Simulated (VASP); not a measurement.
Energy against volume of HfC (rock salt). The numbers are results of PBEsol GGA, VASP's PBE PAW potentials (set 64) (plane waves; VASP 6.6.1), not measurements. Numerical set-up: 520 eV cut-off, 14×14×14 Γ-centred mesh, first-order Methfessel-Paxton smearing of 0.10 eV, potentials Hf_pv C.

| V (Å³/atom) | E (eV/atom) |
|---|---|
| 11.847 | -11.08877 |
| 12.214 | -11.09767 |
| 12.580 | -11.08908 |
| 12.947 | -11.06546 |

Task: Fit these four points and predict the energy of the run at 11.481 Å³/atom.

Result: A cubic in V^(−2/3), the third-order Birch-Murnaghan form, passes through the four points with V0 = 12.21 Å³/atom and B0 = 255 GPa, and gives -11.0595 eV/atom there. The run gave -11.0595 eV/atom, -0.1 meV/atom from the fit; all five points give B0 = 255 GPa.

The compound is HfC in the rock salt structure. It was relaxed first.
